Question

I have one graphite cell, run with ten density functionals, with the atoms and cell edges fixed throughout. The pressure changes sign from one functional to another, and the separate stresses change even more. My reading is that each functional sits somewhere on a single scale from "binds too strongly" to "binds too weakly". A functional that wants shorter bonds should then also want the layers closer together. A colleague says that only the presence of van der Waals correlation matters for the layers. Is either of us right, and can I simply take the functional with the pressure nearest zero?

Plane-wave DFT with VASP 6.6.1 and PAW potentials for graphite (4-atom cell, a = 2.461 Å, c = 6.44 Å), with atoms and cell fixed and no separate dispersion correction. All runs are non-spin-polarised, with a 520 eV cutoff, a 16 × 16 × 4 k mesh and Fermi-Dirac smearing of 0.05 eV. Pressure and stress are positive in compression.

```
 functional                            potentials  pressure (GPa)  stress xx (GPa)  stress zz (GPa)
        LDA  VASP-PAW-LDA-potentials,-recommended          -4.570           -7.440            1.180
        PBE  VASP-PAW-PBE-potentials,-recommended           3.900            3.040            5.630
     PBEsol  VASP-PAW-PBE-potentials,-recommended           0.730           -0.350            2.890
     r2SCAN  VASP-PAW-PBE-potentials,-recommended          -0.130           -2.070            3.770
       SCAN  VASP-PAW-PBE-potentials,-recommended          -1.970           -4.570            3.210
optB86b-vdW  VASP-PAW-PBE-potentials,-recommended           2.620            3.260            1.340
 optB88-vdW  VASP-PAW-PBE-potentials,-recommended           2.350            2.540            1.980
rev-vdW-DF2  VASP-PAW-PBE-potentials,-recommended           1.990            2.300            1.370
     vdW-DF  VASP-PAW-PBE-potentials,-recommended           7.460            8.650            5.080
    vdW-DF2  VASP-PAW-PBE-potentials,-recommended           6.580            7.500            4.730
```

Answer

Each of you has half of the explanation, and the pressure hides both halves. Two properties of a functional matter most here: how repulsive its exchange is, and whether it contains nonlocal correlation, the part that describes van der Waals attraction. Three rows, PBE, optB86b-vdW and vdW-DF, are enough to show that neither a single scale nor the mere presence of nonlocal correlation explains the table. The five functionals with "vdW" in their name contain nonlocal correlation themselves, and no separate dispersion correction was added to any row.

First, the signs. A positive stress means that the cell is compressed and would expand if it were free to. Stress xx and stress yy are equal and belong to the covalent bonds within a layer, while stress zz acts along c, across the gap between layers. The pressure is the mean of the three, so for r2SCAN a value of -0.13 GPa conceals layers that want to shrink sideways (-2.07 GPa) and move apart (3.77 GPa). Choosing the pressure nearest zero would reward that cancellation.

Nor is zero the right target for stress zz. The c edge of this cell is 6.44 Å, about 4% shorter than the measured one, which is roughly 6.7 Å. Multiplied by a stiffness along c of some 37 GPa (both values are rough and recalled), this gives about 1.4 GPa of compression even for a perfect functional. Graphite stiffens as its layers are pushed together, so the true figure should be somewhat higher. Part of the positive stress zz found in every row therefore comes from the cell.

Now take your single scale and compare PBE with optB86b-vdW. Within the layer they agree closely, at 3.04 and 3.26 GPa, so on your scale they are neighbours. Along c they are far apart, at 5.63 and 1.34 GPa. Two functionals can thus ask for almost the same bond length and still disagree strongly about the layers, which one scale does not allow.

Your colleague's explanation fits that pair, since PBE lacks nonlocal correlation and optB86b-vdW has it, although their exchange differs as well. It fails at the third row. vdW-DF also contains nonlocal correlation, yet its stress zz is 5.08 GPa, nearly as high as PBE's. LDA, which has none, shows the lowest value of all, 1.18 GPa.

The most telling comparison is between vdW-DF and optB86b-vdW, because they use the same correlation and differ only in exchange. Going from the first to the second lowers the in-plane stress by 5.4 GPa and the stress along c by 3.7 GPa. Replacing the exchange of vdW-DF2 by that of rev-vdW-DF2 also lowers both. Within these two families, a large change of exchange therefore does what you had in mind: it moves bonds and layers in the same direction. A small change need not. optB88-vdW and optB86b-vdW also share their correlation, yet the first has the lower in-plane stress (2.54 against 3.26 GPa) and the higher stress along c (1.98 against 1.34 GPa).

The reason lies in how these functionals treat density gradients. Gradient-corrected exchange lowers the energy further in regions where the density is low and changes steeply, such as the outer tails of a layer. When two layers approach, their tails overlap, the density between them becomes smoother, and part of that lowering is lost. The loss acts as a repulsion, and it is stronger when the exchange rewards gradients more. Stretching a covalent bond also makes the density less uniform, so the same preference favours longer bonds.

Nonlocal correlation works differently. It couples density fluctuations in one region to those in another, and so it attracts two layers even where their densities hardly overlap. Covalent bonds feel it too, but they do not depend on it to hold together. The layers largely do, which is why this ingredient can separate two functionals that agree on the bonds.

Two stacked benzene molecules are a simpler system with the same division. Strong bonds hold each ring together, and mainly dispersion holds one ring to the other. A more repulsive exchange loosens both, while nonlocal correlation matters most between the rings. The likeness stops at the edges: benzene has polar C–H bonds that add electrostatic forces, and free molecules can settle at their preferred distance, whereas this cell holds the layers in place.

LDA now looks less odd. Its exchange has no gradient term, so it lacks the extra repulsion between the tails, and its in-plane stress of -7.44 GPa shows that it also wants the shortest bonds. Its attraction between graphite layers is a well-known fortuitous result, not a description of dispersion. A low stress zz is therefore no proof that a functional contains the right physics.

The simplest way to combine the two causes is to let them add. The in-plane stress serves as a gauge of how repulsive the functional is, and nonlocal correlation adds a fixed step. A least-squares fit to all ten rows gives, in GPa,

stress zz ≈ 4.35 + 0.446 × stress xx − 3.61 × n

where n is 1 for the five functionals with "vdW" in their name and 0 for the others. The in-plane stress is an indicator here, not a mechanical cause: with rough elastic constants of graphite, sideways strain alone would give only about a twentieth of this slope.

For vdW-DF, which was part of the fit, the steps are as follows. Its in-plane stress of 8.65 GPa contributes 0.446 × 8.65 ≈ 3.86 GPa, and n is 1, so

stress zz ≈ 4.35 + 3.86 − 3.61 ≈ 4.6 GPa

The calculation gave 5.08 GPa, so the estimate is about 10% below the computed value. In the formula, the high in-plane stress of vdW-DF thus offsets the whole step for nonlocal correlation, which is why its stress along c isn't low.

Over all rows the typical miss is 0.65 GPa, or 0.87 GPa when each row is predicted from the other nine. With the in-plane stress alone, the second figure is 1.6 GPa, and with nonlocal correlation alone it is 1.9 GPa. The two together thus describe the table much better than either alone, although three constants for ten rows make this a modest test. Of the functionals without nonlocal correlation, only PBE has an in-plane stress within the range of the vdW functionals, so the size of the step leans on that row and on the assumption of one common slope. The printed analysis below gives the fits and the differences used here.

The formula is weakest for PBEsol, where it predicts a stress zz 1.3 GPa too high, and for SCAN, where it is 0.9 GPa too low. For optB86b-vdW it is 0.85 GPa too high, which is a large part of a value of only 1.34 GPa. PBEsol and SCAN also break the single scale without any nonlocal correlation: SCAN has the lower in-plane stress by 4.2 GPa, yet its stress along c is 0.3 GPa higher. Besides the density gradient, SCAN uses the kinetic-energy density, which helps it to tell a covalent bond from overlapping tails. It can therefore be expected to treat the two differently, but these runs do not test that explanation. The slope is also a compromise: in the swap from vdW-DF to optB86b-vdW the stress along c falls by about 0.7 GPa for each GPa in the plane, well above the fitted 0.446. One number for the repulsion evidently does not capture how each form of exchange behaves in a bond and in the gap between layers.

The step of 3.61 GPa should not be read as the dispersion attraction itself. The vdW functionals also use local correlation for the remaining part, as only LDA does among the others, and their exchange differs too, so the step can contain all these changes. It also measures only what remains after the in-plane stress has been allowed for. That the missing attraction is dispersion is standard theory for graphite; the table shows that something beyond a common scale is at work.

To guess where another functional would fall for this cell, ask two questions. Does its exchange reward gradients strongly? If it does so much more than a related functional, expect both stresses to be higher; small differences can go either way. Does it include nonlocal correlation? If so, expect a lower stress zz than for a functional without it that has a similar in-plane stress.

For practical work, judge the bonds and the layer spacing separately, and relax both cell edges before comparing a functional with experiment. Graphite is so stiff in the plane that even the extreme in-plane stresses here correspond to length changes of less than about 1%. Along c it is far softer, so a stress of similar size means a much larger change in spacing when the cell is relaxed. PBE is known to bind the layers hardly at all, so its c edge can be expected to relax far beyond the measured one. These runs do not settle which functional is best: zero-point motion and temperature are missing, every functional except LDA was run with PAW potentials made for PBE, and the convergence of the stresses was not tested. The near-tie between optB86b-vdW and rev-vdW-DF2 along c should therefore not be used to rank them.

Output of the analysis:

```
fit of stress_zz on 10 rows: constant 2.91 +/- 0.5, coefficient of stress_xx 0.1619 +/- 0.1; rms 1.36, worst PBE -2.23, leave-one-out rms 1.6
fit of stress_zz on 10 rows: constant 3.336 +/- 0.78, coefficient of nl -0.436 +/- 1.1; rms 1.55, worst PBE -2.29, leave-one-out rms 1.94
fit of stress_zz on 10 rows: constant 4.352 +/- 0.39, coefficient of stress_xx 0.4459 +/- 0.078, coefficient of nl -3.614 +/- 0.74; rms 0.648, worst PBEsol 1.31, leave-one-out rms 0.866
Miss of the two-effect model for PBEsol, prediction less value, GPa: 1.306
Miss of the two-effect model for SCAN, prediction less value, GPa: -0.896
Correlation of in-plane stress and stress along c, all rows: 0.4925
Span of the stress along c over all rows, GPa: 4.45
In-plane stress, optB86b-vdW less PBE, GPa: 0.22
Stress along c, optB86b-vdW less PBE, GPa: -4.29
In-plane stress, optB86b-vdW less vdW-DF, GPa: -5.39
Stress along c, optB86b-vdW less vdW-DF, GPa: -3.74
In-plane stress, optB88-vdW less vdW-DF, GPa: -6.11
Stress along c, optB88-vdW less vdW-DF, GPa: -3.1
In-plane stress, rev-vdW-DF2 less vdW-DF2, GPa: -5.2
Stress along c, rev-vdW-DF2 less vdW-DF2, GPa: -3.36
Rough in-plane strain that LDA asks for, percent: -0.62
Rough in-plane strain that vdW-DF asks for, percent: 0.7208
Rough elastic slope, stress along c per in-plane stress: 0.025
Rough span of stress along c from elastic coupling alone, GPa: 0.4022
Rough stress along c expected from the short cell alone, GPa: 1.437
```
